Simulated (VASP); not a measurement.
Data:

```
CELL_PARAMETERS angstrom
      0.00000     2.99051     2.99051
      2.99051     0.00000     2.99051
      2.99051     2.99051     0.00000
ATOMIC_POSITIONS crystal
  Sn 0.00000 0.00000 0.00000
  Te 0.50000 0.50000 0.50000
```

Level of theory: PBEsol GGA, VASP's PBE PAW potentials (set 64) (plane waves; VASP 6.6.1). Numerical set-up: 500 eV cut-off, 8×8×8 Γ-centred mesh, Gaussian smearing of 0.050 eV, potentials Sn_d Te.

**Question.** What does the run give for the energy per atom (σ→0), pressure?

**Answer.** 
energy per atom (σ→0): -4.049 eV/atom
pressure: 9.94 GPa

Total energies compare only between runs with the same potentials, cut-off and functional.

The compound is SnTe in the rock salt structure, which distorts at low temperature. It was relaxed first under an external pressure of 10 GPa.
